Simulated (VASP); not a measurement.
Energy against volume of InP (zinc blende). Computed with TPSS meta-GGA, VASP's PBE PAW potentials (set 64) (plane waves; VASP). Run with 520 eV cut-off, 8×8×8 Γ-centred mesh, Gaussian smearing of 0.050 eV, potentials In_d P.

| V (Å³/atom) | E (eV/atom) |
|---|---|
| 24.694 | -10.61192 |
| 25.482 | -10.62872 |
| 26.270 | -10.63475 |
| 27.058 | -10.63160 |

### Question
Fit these four points and predict the energy of the run at 27.846 Å³/atom.

### Answer
A cubic in V^(−2/3), the third-order Birch-Murnaghan form, passes through the four points with V0 = 26.37 Å³/atom and B0 = 61 GPa, and gives -10.6206 eV/atom there. The run gave -10.6208 eV/atom, -0.2 meV/atom from the fit; all five points give B0 = 61 GPa.

The compound is InP in the zinc blende structure. It was relaxed first.
